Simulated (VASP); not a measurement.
These are PBE GGA, VASP's PBE PAW potentials (set 64) (plane waves; VASP 6.6.1) values and carry that method's errors.

Input for VASP

**INCAR**
```
SYSTEM = V
PREC = Accurate
ENCUT = 500
EDIFF = 1E-6
NELM = 100
ALGO = Normal
LREAL = .FALSE.
LASPH = .TRUE.
ISMEAR = 1
SIGMA = 0.1
GGA = PE
LMAXMIX = 4
LWAVE = .FALSE.
LCHARG = .FALSE.
IBRION = 2
ISIF = 3
NSW = 40
EDIFFG = -0.02
PSTRESS = 300
```

File KPOINTS:
```
Automatic mesh
0
Gamma
18 18 18
0 0 0
```

**POSCAR**
```
V
1.0
 -1.4362813143   1.4362813143   1.4362813143
  1.4362813143  -1.4362813143   1.4362813143
  1.4362813143   1.4362813143  -1.4362813143
V
1
Cart
  0.0000000000   0.0000000000   0.0000000000
```

POTCAR, in this order: V_sv (PBE.64 set). Program: vasp_std.

The resulting files:

File OSZICAR:
```
       N       E                     dE             d eps       ncg     rms          rms(c)
DAV:   1     0.828421020936E+02    0.82842E+02   -0.71850E+03  3900   0.140E+03
DAV:   2    -0.863790061409E+01   -0.91480E+02   -0.89640E+02  4008   0.364E+02
DAV:   3    -0.999564743556E+01   -0.13577E+01   -0.13377E+01  4042   0.523E+01
DAV:   4    -0.100034619279E+02   -0.78145E-02   -0.78129E-02  3960   0.424E+00
DAV:   5    -0.100035538594E+02   -0.91931E-04   -0.91932E-04  4018   0.447E-01    0.221E+01
DAV:   6    -0.888774747634E+01    0.11158E+01   -0.39965E+00  3920   0.313E+01    0.389E+00
DAV:   7    -0.886297989325E+01    0.24768E-01   -0.41781E-02  3946   0.258E+00    0.148E+00
DAV:   8    -0.885608759965E+01    0.68923E-02   -0.67637E-03  3920   0.148E+00    0.524E-02
DAV:   9    -0.885604421993E+01    0.43380E-04   -0.15228E-04  3940   0.219E-01    0.275E-02
DAV:  10    -0.885604780700E+01   -0.35871E-05   -0.54297E-06  3860   0.315E-02    0.356E-03
DAV:  11    -0.885604809124E+01   -0.28424E-06   -0.49953E-07  1958   0.111E-02
   1 F= -.66368851E+01 E0= -.66368653E+01  d E =-.663689E+01
       N       E                     dE             d eps       ncg     rms          rms(c)
DAV:   1    -0.885039504840E+01    0.56528E-02   -0.76853E-02  3900   0.502E+00    0.732E-01
DAV:   2    -0.884699582472E+01    0.33992E-02   -0.13418E-02  3914   0.177E+00    0.119E-01
DAV:   3    -0.884695256024E+01    0.43264E-04   -0.78018E-05  3908   0.119E-01    0.857E-02
DAV:   4    -0.884693832844E+01    0.14232E-04   -0.33770E-05  3902   0.847E-02    0.523E-03
DAV:   5    -0.884693785582E+01    0.47262E-06   -0.64518E-07  1972   0.123E-02
   2 F= -.66368202E+01 E0= -.66367951E+01  d E =0.649457E-04
       N       E                     dE             d eps       ncg     rms          rms(c)
DAV:   1    -0.885461680902E+01   -0.76785E-02   -0.34400E-02  3900   0.337E+00    0.486E-01
DAV:   2    -0.885309343414E+01    0.15234E-02   -0.60493E-03  3914   0.119E+00    0.785E-02
DAV:   3    -0.885307308679E+01    0.20347E-04   -0.33787E-05  3908   0.779E-02    0.561E-02
DAV:   4    -0.885306801610E+01    0.50707E-05   -0.15215E-05  3902   0.569E-02    0.367E-03
DAV:   5    -0.885306855429E+01   -0.53819E-06   -0.29154E-07  1950   0.834E-03
   3 F= -.66369038E+01 E0= -.66368824E+01  d E =-.186539E-04
```

OUTCAR:
```
------------------------ aborting loop because EDIFF is reached ----------------------------------------
  FORCE on cell =-STRESS in cart. coord.  units (eV):
  Direction    XX          YY          ZZ          XY          YZ          ZX
  --------------------------------------------------------------------------------------
  Total        2.2157218      2.2157218      2.2157218     -0.0000000      0.0000000     -0.0000000
  in kB      299.9400367    299.9400367    299.9400367     -0.0000000      0.0000000     -0.0000000
  external PRESSURE =      -0.0599633 kB  Pullay stress =     300.0000000 kB
  volume of cell :       11.84
      direct lattice vectors                 reciprocal lattice vectors
    -1.435634195  1.435634195  1.435634195     0.000000000  0.348278135  0.348278135
     1.435634195 -1.435634195  1.435634195     0.348278135  0.000000000  0.348278135
     1.435634195  1.435634195 -1.435634195     0.348278135  0.348278135  0.000000000
 POSITION                                       TOTAL-FORCE (eV/Angst)
 -----------------------------------------------------------------------------------
      0.00000      0.00000      0.00000         0.000000     -0.000000      0.000000
 -----------------------------------------------------------------------------------
    total drift:                                0.000000     -0.000000      0.000000
  FREE ENERGIE OF THE ION-ELECTRON SYSTEM (eV)
  ---------------------------------------------------
  free  energy   TOTEN  =        -8.8530685543 eV

  energy  without entropy=       -8.8530044198  energy(sigma->0) =       -8.85304718
  enthalpy is  TOTEN    =        -6.6369037852 eV   P V=        2.2161647690

 reached required accuracy - stopping structural energy minimisation
```
(Selected blocks of OUTCAR.)

**CONTCAR**
```
V
   1.00000000000000
    -1.4356341954983101    1.4356341954983101    1.4356341954983101
     1.4356341954983101   -1.4356341954983101    1.4356341954983101
     1.4356341954983101    1.4356341954983101   -1.4356341954983101
  V
     1
Direct
     0.0000000000000000    0.0000000000000000    0.0000000000000000
```

The compound is V in the bcc structure. This run relaxes it under an external pressure of 30 GPa. Symmetry was kept, so distortions that lower it aren't found. The run is not spin-polarised, so no magnetic state was tried.
